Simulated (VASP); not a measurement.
Method: PBE GGA with spin-orbit coupling, VASP's PBE PAW potentials (set 64) (plane waves; VASP).

The input files of a VASP run:

**POSCAR**
```
Y3B
1
    0.0000000000     4.1546640000     4.1546640000
    4.1546640000     0.0000000000     4.1546640000
    4.1546640000     4.1546640000     0.0000000000
B Y
1 3
Direct
  0.0000000000   0.0000000000   0.0000000000
  0.5000000000   0.5000000000   0.5000000000
  0.2500000000   0.2500000000   0.2500000000
  0.7500000000   0.7500000000   0.7500000000
```

KPOINTS:
```
Automatic mesh
0
Gamma
6 6 6
0 0 0
```

**INCAR**
```
! general
SYSTEM        = Y3B
PREC          = Accurate
ENCUT         = 400
LREAL         = .FALSE.
LASPH         = .TRUE.

! electronic loop
EDIFF         = 1E-6
NELM          = 100
ALGO          = Normal
LMAXMIX       = 4

! smearing
ISMEAR        = -1
SIGMA         = 0.136

! functional
GGA           = PE
GGA_COMPAT    = .FALSE.

! spin
MAGMOM        = 12*0.0
LSORBIT       = .TRUE.
LNONCOLLINEAR = .TRUE.

! ions
ISIF          = 2

! output
LWAVE         = .FALSE.
LCHARG        = .FALSE.
LORBIT        = 11
```

POTCAR, in this order: B Y_sv (PBE.64 set). Program: vasp_ncl.

What VASP printed:

### OUTCAR
```
 ion  position               nearest neighbor table
   1  0.000  0.000  0.000-
   2  0.500  0.500  0.500-   3 3.60   3 3.60   3 3.60   3 3.60   4 3.60   4 3.60   4 3.60   4 3.60
  LATTYP: Found a face centered cubic cell.
 ALAT       =     8.3093280000
 Subroutine PRICEL returns:
 Original cell was already a primitive cell.
 Subroutine GETGRP returns: Found 48 space group operations
The static configuration has the point symmetry O_h .
The dynamic configuration has the point symmetry O_h .
The overall configuration has the point symmetry O_h .
 Subroutine INISYM returns: Found 48 space group operations
 Subroutine IBZKPT returns following result:
 Found     16 irreducible k-points:

 Following reciprocal coordinates:
            Coordinates               Weight
  0.000000  0.000000  0.000000      1.000000
  0.166667  0.000000  0.000000      8.000000
  0.333333  0.000000  0.000000      8.000000
  0.500000  0.000000  0.000000      4.000000
  0.166667  0.166667  0.000000      6.000000
  0.333333  0.166667  0.000000     24.000000
  0.500000  0.166667  0.000000     24.000000
 -0.333333  0.166667  0.000000     24.000000
 -0.166667  0.166667  0.000000     12.000000
  0.333333  0.333333  0.000000      6.000000
  0.500000  0.333333  0.000000     24.000000
 -0.333333  0.333333  0.000000     12.000000
  0.500000  0.500000  0.000000      3.000000
  0.500000  0.333333  0.166667     24.000000
 -0.333333  0.333333  0.166667     24.000000
 -0.333333  0.500000  0.166667     12.000000
   k-points           NKPTS =     16   k-points in BZ     NKDIM =     16   number of bands    NBANDS=     44
   number of dos      NEDOS =    301   number of ions     NIONS =      4
   total plane-waves  NPLWV =  64000
   dimension x,y,z NGX =    40 NGY =   40 NGZ =   40
   dimension x,y,z NGXF=    80 NGYF=   80 NGZF=   80
   ions per type =               1   3
   PREC   = accura    normal or accurate (medium, high low for compatibility)
...
```

### OSZICAR
```
       N       E                     dE             d eps       ncg     rms          rms(c)
DAV:   1     0.179831030943E+03    0.17983E+03   -0.15275E+04  1416   0.125E+03
DAV:   2    -0.121254908434E+01   -0.18104E+03   -0.17692E+03  1560   0.330E+02
DAV:   3    -0.207477288375E+02   -0.19535E+02   -0.19088E+02  2208   0.609E+01
DAV:   4    -0.232890736656E+02   -0.25413E+01   -0.24837E+01  2240   0.210E+01
DAV:   5    -0.234570179097E+02   -0.16794E+00   -0.16495E+00  1984   0.433E+00    0.253E+01
DAV:   6    -0.217589391540E+02    0.16981E+01   -0.20683E+01  1744   0.113E+01    0.225E+01
DAV:   7    -0.214268667262E+02    0.33207E+00   -0.25124E+00  1872   0.498E+00    0.141E+01
DAV:   8    -0.213955416366E+02    0.31325E-01   -0.62826E-01  1576   0.390E+00    0.122E+00
DAV:   9    -0.213826420163E+02    0.12900E-01   -0.13259E-01  1924   0.109E+00    0.811E-01
DAV:  10    -0.213823918488E+02    0.25017E-03   -0.11684E-02  1760   0.490E-01    0.344E-01
DAV:  11    -0.213821473600E+02    0.24449E-03   -0.23706E-03  1848   0.279E-01    0.179E-01
DAV:  12    -0.213820217861E+02    0.12557E-03   -0.22850E-03  1924   0.144E-01    0.777E-02
DAV:  13    -0.213819988983E+02    0.22888E-04   -0.27013E-04  1928   0.528E-02    0.163E-02
DAV:  14    -0.213820039382E+02   -0.50399E-05   -0.18393E-05  1772   0.212E-02    0.152E-02
DAV:  15    -0.213820046687E+02   -0.73043E-06   -0.48049E-06  1264   0.521E-03
   1 F= -.21382005E+02 E0= -.21150973E+02  d E =-.462063E+00  mag=     0.0000     0.0000     0.0000
```

File OUTCAR:
```
------------------------ aborting loop because EDIFF is reached ----------------------------------------
  FORCE on cell =-STRESS in cart. coord.  units (eV):
  Direction    XX          YY          ZZ          XY          YZ          ZX
  --------------------------------------------------------------------------------------
  Total       -8.1512323     -8.1512323     -8.1512323      0.0000000     -0.0000000     -0.0000000
  in kB      -91.0533936    -91.0533936    -91.0533936      0.0000000     -0.0000000     -0.0000000
  external PRESSURE =     -91.0533936 kB  Pullay stress =       0.0000000 kB
  volume of cell :      143.43
      direct lattice vectors                 reciprocal lattice vectors
     0.000000000  4.154664000  4.154664000    -0.120346675  0.120346675  0.120346675
     4.154664000  0.000000000  4.154664000     0.120346675 -0.120346675  0.120346675
     4.154664000  4.154664000  0.000000000     0.120346675  0.120346675 -0.120346675
 POSITION                                       TOTAL-FORCE (eV/Angst)
 -----------------------------------------------------------------------------------
      0.00000      0.00000      0.00000         0.000000      0.000000     -0.000000
      4.15466      4.15466      4.15466         0.000000      0.000000     -0.000000
      2.07733      2.07733      2.07733         0.000000      0.000000      0.000000
      6.23200      6.23200      6.23200        -0.000000     -0.000000     -0.000000
 -----------------------------------------------------------------------------------
    total drift:                               -0.000000      0.000000      0.000000
  FREE ENERGIE OF THE ION-ELECTRON SYSTEM (eV)
  ---------------------------------------------------
  free  energy   TOTEN  =       -21.3820046687 eV

  energy  without entropy=      -20.9199419975  energy(sigma->0) =      -21.15097333

 total charge

# of ion       s       p       d       f       tot
--------------------------------------------------
    1        0.759   0.557   0.000   0.000   1.316
    2        2.308   6.125   0.853   0.004   9.289
    3        2.231   6.132   0.763   0.006   9.133
    4        2.231   6.132   0.763   0.006   9.133
--------------------------------------------------
tot          7.529  18.947   2.379   0.016  28.871

 magnetization (x)

# of ion       s       p       d       f       tot
--------------------------------------------------
    1       -0.000  -0.000   0.000   0.000  -0.000
    2       -0.000  -0.000  -0.000  -0.000  -0.000
    3        0.000   0.000   0.000   0.000   0.000
    4        0.000  -0.000   0.000   0.000  -0.000
--------------------------------------------------
tot          0.000  -0.000  -0.000   0.000  -0.000

 magnetization (y)

# of ion       s       p       d       f       tot
--------------------------------------------------
    1        0.000  -0.000   0.000   0.000  -0.000
    2        0.000   0.000   0.000  -0.000   0.000
    3        0.000   0.000   0.000   0.000   0.000
    4        0.000  -0.000   0.000   0.000  -0.000
--------------------------------------------------
tot          0.000  -0.000   0.000   0.000  -0.000

 magnetization (z)

# of ion       s       p       d       f       tot
--------------------------------------------------
    1       -0.000   0.000   0.000   0.000  -0.000
    2        0.000  -0.000   0.000  -0.000  -0.000
    3        0.000   0.000   0.000   0.000   0.000
    4        0.000  -0.000   0.000   0.000  -0.000
--------------------------------------------------
tot         -0.000  -0.000   0.000   0.000  -0.000

 Ion:    1  E_soc:     -0.0000128

 Ion:    2  E_soc:     -0.0979036

 Ion:    3  E_soc:     -0.0968081

 Ion:    4  E_soc:     -0.0968081
```
(Selected blocks of OUTCAR.)

At this cut-off the stress carries a Pulay error, which pulls relaxed volumes low.

The structure was generated: Y3B was put into an ordered model structure, which need not be its known phase. The cell was not relaxed at this level. The run is one of a series of settings (GGA_COMPAT = .FALSE., LNONCOLLINEAR = .TRUE., LSORBIT = .TRUE., MAGMOM = 0.0 0.0 0.0 0.0 0.0 0.0 0.0 0.0 0.0 0.0 0.0 0.0, program vasp_ncl against the base run), some of them coarse on purpose. VASP warned that the highest band is occupied, so more bands are needed.
